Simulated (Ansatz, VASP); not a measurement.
**Cross-check of AlN between VASP and Ansatz**

Wanted: the spread between two codes on one cell, functional and k mesh. The cell is taken from a series of runs on this material, whose earlier steps may have relaxed or scaled it; both programs get it as it stands.

Program: Ansatz 0.2.0. Level of theory: plane waves, with VASP 6.6.1 beside it; single point at PBE. Results are calculated unless marked as measured.

## Step 1: Starting point

The structure is cubic, space group F-43m (No. 216). The conventional cell has a = 4.368 Å, b = 4.368 Å, c = 4.368 Å, α = 90.00°, β = 90.00°, γ = 90.00°. Nearest to Al lie 4 N at 1.89 Å. Nearest to N lie 4 Al at 1.89 Å. Farther neighbours and most contacts between anions are not listed.

## Step 2: VASP: single point, PBE

With cell and atoms fixed, the geometry can't cause a difference; cores, projectors, grids and the points listed under the comparison can.

Lines of VASP's logs that name or quote its potential files are left out, and so is its time.

The input, INCAR:

```
SYSTEM = AlN
PREC = Accurate
ENCUT = 1210
EDIFF = 1E-06
NELM = 100
ISMEAR = 0
SIGMA = 0.01
LREAL = .FALSE.
ALGO = Normal
GGA = PE
NBANDS = 10
LORBIT = 11
LWAVE = .FALSE.
LCHARG = .FALSE.
KPAR = 2
ISIF = 2
```

The input, POSCAR:

```
AlN
1.0
    0.0000000000      2.1839935596      2.1839935596
    2.1839935596      0.0000000000      2.1839935596
    2.1839935596      2.1839935596      0.0000000000
Al N
1 1
Direct
    0.0000000000      0.0000000000      0.0000000000
    0.2500000000      0.2500000000      0.2500000000
```

The input, KPOINTS:

```
Automatic mesh
0
Gamma
4 4 4
0 0 0
```

The projector-augmented-wave data sets are Al and N_h (PBE family, release 64).

Launch:

```sh
$ mpirun -np 2 vasp_std
```

Numbers of over 12 decimals in the logs are rounded to 6 here.

The log of the run:

```text
[banner, memory and clock lines left out]
running    2 mpi-ranks, on    1 nodes
 distrk:  each k-point on    1 cores,    2 groups
 distr:  one band on    1 cores,    1 groups

 POSCAR found type information on POSCAR AlN
 POSCAR found :  2 types and       2 ions
 LDA part: xc-table for (Slater+PW92), standard interpolation
 POSCAR, INCAR and KPOINTS ok, starting setup
 FFT: planning ... GRIDC
 FFT: planning ... GRID_SOFT
 FFT: planning ... GRID
 WAVECAR not read
 entering main loop
       N       E                     dE             d eps       ncg     rms          rms(c)
DAV:   1     0.366827806179E+02    0.36683E+02   -0.65671E+03   160   0.140E+03
DAV:   2    -0.131122750440E+02   -0.49795E+02   -0.47954E+02   208   0.178E+02
DAV:   3    -0.171773353604E+02   -0.40651E+01   -0.40556E+01   196   0.529E+01
DAV:   4    -0.172073208573E+02   -0.29985E-01   -0.29983E-01   192   0.540E+00
DAV:   5    -0.172075562275E+02   -0.23537E-03   -0.23537E-03   180   0.458E-01    0.861E+00
DAV:   6    -0.148239456335E+02    0.23836E+01   -0.12161E+01   170   0.185E+01    0.246E+00
DAV:   7    -0.148152535902E+02    0.86920E-02   -0.16032E-01   170   0.342E+00    0.153E+00
DAV:   8    -0.148108483022E+02    0.44053E-02   -0.26324E-02   172   0.211E+00    0.222E-01
DAV:   9    -0.148103694055E+02    0.47890E-03   -0.21742E-03   182   0.320E-01    0.874E-02
DAV:  10    -0.148104993842E+02   -0.12998E-03   -0.23908E-04   168   0.121E-01    0.195E-02
DAV:  11    -0.148104965735E+02    0.28107E-05   -0.18438E-05   180   0.344E-02    0.473E-03
DAV:  12    -0.148104968393E+02   -0.26579E-06   -0.68743E-07   128   0.766E-03
   1 F= -.14810497E+02 E0= -.14810497E+02  d E =-.102074E-21
```

Parts of OUTCAR (step 2):

```text
ion  position               nearest neighbor table
   1  0.000  0.000  0.000-   2 1.89   2 1.89   2 1.89   2 1.89
   2  0.250  0.250  0.250-   1 1.89   1 1.89   1 1.89   1 1.89

  LATTYP: Found a face centered cubic cell.
 ALAT       =     4.3679871192

 Subroutine GETGRP returns: Found 24 space group operations
 (whereof 24 operations were pure point group operations)

The static configuration has the point symmetry T_d .

 Found      8 irreducible k-points:

   k-points           NKPTS =      8   k-points in BZ     NKDIM =      8   number of bands    NBANDS=     10

   dimension x,y,z NGX =    36 NGY =   36 NGZ =   36
   dimension x,y,z NGXF=    72 NGYF=   72 NGZF=   72

   ENCUT  = 1210.0 eV  88.93 Ry    9.43 a.u.   8.76  8.76  8.76*2*pi/ulx,y,z

   NELECT =       8.0000    total number of electrons

 k-points in reciprocal lattice and weights: Automatic mesh
   0.00000000  0.00000000  0.00000000       0.016
   0.25000000  0.00000000  0.00000000       0.125
   0.50000000  0.00000000  0.00000000       0.062
   0.25000000  0.25000000  0.00000000       0.094
   0.50000000  0.25000000  0.00000000       0.375
  -0.25000000  0.25000000  0.00000000       0.188
   0.50000000  0.50000000  0.00000000       0.047
  -0.25000000  0.50000000  0.25000000       0.094

 average (electrostatic) potential at core
       1 -71.2960       2 -88.6869

 E-fermi :   6.3921

 k-point     1 :       0.0000    0.0000    0.0000
  band No.  band energies     occupation
      1      -8.6628      2.00000
      2       6.3270      2.00000
      3       6.3270      2.00000
      4       6.3270      2.00000
      5      10.5124      0.00000
      6      18.8607      0.00000
      7      18.8607      0.00000
      8      18.8607      0.00000
      9      23.9884      0.00000
    ...

 k-point     2 :       0.2500    0.0000    0.0000
  band No.  band energies     occupation
      1      -7.8106      2.00000
      2       3.0578      2.00000
      3       6.0706      2.00000
      4       6.0706      2.00000
      5      12.7737      0.00000
      6      17.2807      0.00000
      7      18.6278      0.00000
      8      18.6278      0.00000
      9      22.5776      0.00000
    ...

 k-point     3 :       0.5000    0.0000    0.0000
  band No.  band energies     occupation
      1      -6.6089      2.00000
      2       0.4560      2.00000
      3       5.8457      2.00000
      4       5.8457      2.00000
      5      13.6884      0.00000
      6      16.1843      0.00000
      7      17.4466      0.00000
      8      17.4466      0.00000
      9      24.2970      0.00000
    ...

  Total        0.6019338      0.6019338      0.6019338      0.0000000      0.0000000      0.0000000
  in kB       46.2887330     46.2887330     46.2887330      0.0000000      0.0000000      0.0000000
  external PRESSURE =      46.2887330 kB  Pullay stress =       0.0000000 kB

  energy-cutoff  :     1210.00
  volume of cell :       20.83
      direct lattice vectors                 reciprocal lattice vectors
     0.000000000  2.183993560  2.183993560    -0.228938404  0.228938404  0.228938404
     2.183993560  0.000000000  2.183993560     0.228938404 -0.228938404  0.228938404
     2.183993560  2.183993560  0.000000000     0.228938404  0.228938404 -0.228938404

 POSITION                                       TOTAL-FORCE (eV/Angst)
 -----------------------------------------------------------------------------------
      0.00000      0.00000      0.00000        -0.000000      0.000000     -0.000000
      1.09200      1.09200      1.09200         0.000000     -0.000000      0.000000
 -----------------------------------------------------------------------------------
    total drift:                                0.000000      0.000000      0.000000

  FREE ENERGIE OF THE ION-ELECTRON SYSTEM (eV)
  ---------------------------------------------------
  free  energy   TOTEN  =       -14.8104968393 eV

  energy  without entropy=      -14.8104968393  energy(sigma->0) =      -14.81049684

 total charge
# of ion       s       p       d       tot
------------------------------------------
    1        0.368   0.447   0.000   0.815
    2        0.699   1.569   0.000   2.267
--------------------------------------------------
tot          1.067   2.016   0.000   3.083

[... 3 further parts left out ...]
```

The run ends at a pressure of 4.63 GPa.

## Step 3: Ansatz: single point, PBE

Ansatz runs on its default PAW (the set named soft_2) files.

The same cell, functional, mesh and smearing now go to Ansatz, which takes its cutoff from its data sets.

The input, input.yaml:

```yaml
crystal:
  lattice:
    - [0.0, 2.1839935596, 2.1839935596]
    - [2.1839935596, 0.0, 2.1839935596]
    - [2.1839935596, 2.1839935596, 0.0]
  atoms:
    - { symbol: Al, position: [0.0, 0.0, 0.0] }
    - { symbol: "N", position: [0.25, 0.25, 0.25] }
hamiltonian:
  xc: pbe
  pseudopotentials: { kind: paw }
kpoints:
  mp_grid: { grid: [4, 4, 4] }
  band_path:
    path:
      - [0.0, 0.0, 0.0]
      - [0.18182, 0.0, 0.18182]
      - [0.36364, 0.0, 0.36364]
      - [0.5, 0.0, 0.5]
      - [0.5, 0.09091, 0.59091]
      - [0.5, 0.18182, 0.68182]
      - [0.5, 0.25, 0.75]
      - [0.45455, 0.29545, 0.75]
      - [0.40909, 0.34091, 0.75]
      - [0.375, 0.375, 0.75]
      - [0.20455, 0.20455, 0.40909]
      - [0.06818, 0.06818, 0.13636]
      - [0.03409, 0.03409, 0.06818]
      - [0.04545, 0.04545, 0.04545]
      - [0.22727, 0.22727, 0.22727]
      - [0.40909, 0.40909, 0.40909]
      - [0.51136, 0.47727, 0.51136]
      - [0.55682, 0.38636, 0.55682]
      - [0.60227, 0.29545, 0.60227]
      - [0.61364, 0.25, 0.63636]
      - [0.56818, 0.25, 0.68182]
      - [0.51136, 0.25, 0.73864]
      - [0.5, 0.29545, 0.70455]
      - [0.5, 0.38636, 0.61364]
      - [0.5, 0.47727, 0.52273]
      - [0.47727, 0.47727, 0.54545]
      - [0.43182, 0.43182, 0.63636]
      - [0.38636, 0.38636, 0.72727]
      - [0.60227, 0.20455, 0.60227]
      - [0.55682, 0.11364, 0.55682]
      - [0.5, 0.0, 0.5]
    npoints: 1
scf:
  occupations: { method: gaussian, width: 0.01 }
  n_extra_bands: 7
output:
  forces: true
  stress: true
  eigenvalues: true
  write_density: true
  write_potential: true
  elf: true
  volumetric_format: npy
```

Launch:

```sh
$ ansatz run input.yaml --threads 2 --pin off --max-ram 4608MiB --backend cpu --events-out ev --progress --plain --runs-dir out
```

The log of the run:

```text
scf.n_extra_bands = 7 over 4 filled bands (N_el = 8.0): the run solves 11 bands
Engine: ansatz 0.2.0, aarch64-unknown-linux-gnu
Pseudopotentials: kind: paw
Pseudopotential: Al, paw, valence charge 3, recommended cutoff 420 eV (normal), Al.paw.azcp
Pseudopotential: N, paw, valence charge 5, recommended cutoff 420 eV (normal), N.paw.azcp
Functional definition: PBE
  parameter kappa = 0.804
  parameter beta = 0.066725
  exchange = pbe_x(kappa = kappa, mu = beta*pi^2/3)
  correlation = pbe_c(beta = beta)
Crystal: 2 atoms, lattice volume = 20.835 Å³
Basis set: ecut = 420 eV, 411 PW (Γ), exchange–correlation on 48×48×48 points (8 copies of the dense FFT grid, shifted against one another)
Bands: 11, of which v1, the nominal top of the filled ones, is band 4 counted from 1 (3 counted from 0)
Symmetry: 24 space group operations
Space group: F-43m (ITA 216), of the structure as read, at distance tolerance 2.8e-5 Å
k-points: 8 of 64 (time reversal used)
Non-local potential: Al, projectors of the file, l = 0: 2, l = 1: 2, l = 2: 1
Non-local potential: N, projectors of the file, l = 0: 2, l = 1: 2, l = 2: 1
PAW form: soft (Blöchl's): semilocal exchange-correlation on the pseudo side does not see the compensation charge
PAW one-centre angular grid: Al, 110 points (default); XC on 64 Gauss nodes
PAW one-centre angular grid: N, 110 points (default); XC on 64 Gauss nodes
Initial density: superposition of atomic densities (neutral atoms: chi_scale 0, normalization atom), corrected by the library's trained network
Initial wavefunctions: pseudopotential atomic-orbital guess
Functional: x = pbe(κ = 0.804, μ = 0.219515), c = pbe(β = 0.066725)
SCF iter   1: F=—  HF=-924.167261 eV  |F-HF|=—  |Δ(HF+E_count)|=         —  Δρ=2.05e-3  dr2=8.77e-4  ethr=1.77e-3  ⟨swp⟩=5.0  Hψ=554  notcnv=0
preconditioner: auto → none  [insulator: Δε(μ)=3.327 eV  Ē_g=19.164 eV  σ=0.010 eV  W_gap=1.00  n_scr=0 (ndim 8)  ℏωp=23.0 eV  f_vac=0.000  D(μ)=0.00/eV (n_scr^D=0)  ε∞_Penn≈2.4]
SCF iter   2: F=—  HF=-924.167125 eV  |F-HF|=—  |Δ(HF+E_count)|=   1.37e-4  Δρ=7.10e-4  dr2=1.06e-4  ethr=1.10e-5  ⟨swp⟩=2.2  Hψ=197  notcnv=0  defer=18
SCF iter   3: F=—  HF=-924.167137 eV  |F-HF|=—  |Δ(HF+E_count)|=   1.19e-5  Δρ=1.13e-4  dr2=1.22e-6  ethr=1.33e-6  ⟨swp⟩=2.5  Hψ=104  notcnv=0  defer=18
SCF iter   4: F=—  HF=-924.167183 eV  |F-HF|=—  |Δ(HF+E_count)|=   4.63e-5  Δρ=1.17e-5  dr2=1.22e-8  ethr=1.53e-8  ⟨swp⟩=2.8  Hψ=108  notcnv=0  defer=18
iter 5 did not close the SCF: its close was put off for the readings that it lacked (scf_convergence_deferred on its scf_iter line)
SCF iter   5: F=-924.167183 eV  HF=-924.167183 eV  |F-HF|=3.11e-10  |Δ(HF+E_count)|=   1.43e-8  Δρ=1.98e-6  dr2=4.10e-10  ethr=1.53e-10  ⟨swp⟩=2.6  Hψ=102  notcnv=0  defer=18
SCF iter   6: F=-924.167183 eV  HF=-924.167183 eV  |F-HF|=9.09e-13  |Δ(HF+E_count)|=  3.61e-10  Δρ=9.37e-8  dr2=4.89e-13  ethr=5.12e-12  ⟨swp⟩=6.4  Hψ=445  notcnv=0
SCF 1 converged in 6 iterations: F = -924.167183 eV  dr2 = 4.89e-13
  greatest PAW one-centre occupation: 0.787 electrons in one spin orbital (limit 2), on the N atom at site 1 (counted from 0), in its partial waves of l = 0
NSCF: frozen V_eff on 31 k-points
SCF converged after 6 iterations
Free energy (F): -924.167183 eV
Harris-Foulkes:  -924.167183 eV  (|F-HF|=9.09e-13)
Internal energy: -924.167183 eV  (E = F + TS)
E sigma→0 (E₀):  -924.167183 eV
Fermi energy:    8.651657 eV
--- Per-component energies (eV) ---
  E_band       = 15.624169
  E_kinetic    = 159.707049
  E_local      = -223.073848  (includes V_loc(G=0)·N_el)
  E_nonlocal   = 55.471353
  E_hartree    = 77.417982
  E_xc         = -101.864440
  E_vxc        = -107.995259  (∫ρ·V_xc dr)
  E_paw        = -595.221821  (= ΣΔE_a)
  E_vpaw       = -23.321184  (= ΣTr[D̂ρ^β])
  E_aug_tail   = 0.000098  (compensation charges beyond the density's cutoff)
  E_ewald      = -296.603555
  E_smearing   = -0.000000  (= −TS)
  E_closure    = 0.000000  (closes the sum)
  Σ components = -924.167183   (vs F -924.167183, Δ=0.00e0)
--- Forces (eV/Å), atoms counted from 1 ---
  atom   1  Al     0.00000000    -0.00000000    -0.00000000
  atom   2  N     -0.00000000     0.00000000    -0.00000000
  max |Σ_I F_I| component: 2.22e-16 eV/Å
--- Stress (GPa, compression-positive) ---
        4.939545       0.000000      -0.000000
        0.000000       4.939545       0.000000
       -0.000000       0.000000       4.939545
  P = ⅓ Tr σ = 4.9395 GPa (49.395 kbar)
--- Band table (eV; the first three rows and the last of 8) ---
  k-point 0: bands = [-7.9734, 7.0017, 7.0017, 7.0017, 11.1759, 19.5569, 19.5569, 19.5569, ... 3 higher]
  k-point 1: bands = [-7.1226, 3.7377, 6.7471, 6.7471, 13.4440, 17.9663, 19.3074, 19.3074, ... 3 higher]
  k-point 2: bands = [-5.9240, 1.1429, 6.5228, 6.5228, 14.3655, 16.8536, 18.1229, 18.1229, ... 3 higher]
  k-point 7: bands = [-5.2323, 3.2187, 3.5628, 4.3061, 13.0296, 18.4044, 18.9579, 19.1677, ... 3 higher]
```

The column dr2 measures how far the density is from self-consistency, as an energy; F and HF (Harris–Foulkes) agree once it is small.

## Step 4: Differences

Known differences besides the PAW data sets themselves: the cutoff is 420 eV in Ansatz and 1210 eV in VASP; VASP leaves aspherical gradient terms in its spheres out (LASPH is not set), Ansatz keeps them. Total energies have different zeros and are not compared.

The two programs side by side:

| quantity | Ansatz | VASP | difference |
| --- | --- | --- | --- |
| pressure (GPa) | 4.94 | 4.63 | +0.31 |
| gap on the k mesh (eV) | 3.300 | 3.293 | +0.007 |

Ansatz's pressure holds a Pulay correction of 0.50 GPa; VASP's holds none.

## Step 5: Results

| Item | Value |
| --- | --- |
| difference in gap on the k mesh (single point, PBE) | 0.0071 eV |

In words: The difference in gap on the k mesh is 0.0071 eV (single point, PBE), within the 0.08 eV picked in this series as the mark of a large difference. How closely two codes agree says nothing of how well the functional describes the real material.

[Lines on the potential files, build, host, timing and source positions are cut from VASP's logs without a mark.]

[Logs are printed without paths, hosts, clocks, repeated set-up lines and the standing remarks that a program may print on its own settings, such as how far it seeks lower states.]

[Hosts, paths, dates, database ids (printed as entryN), source tags and the programs' standing remarks are cut or masked in the printed files.]
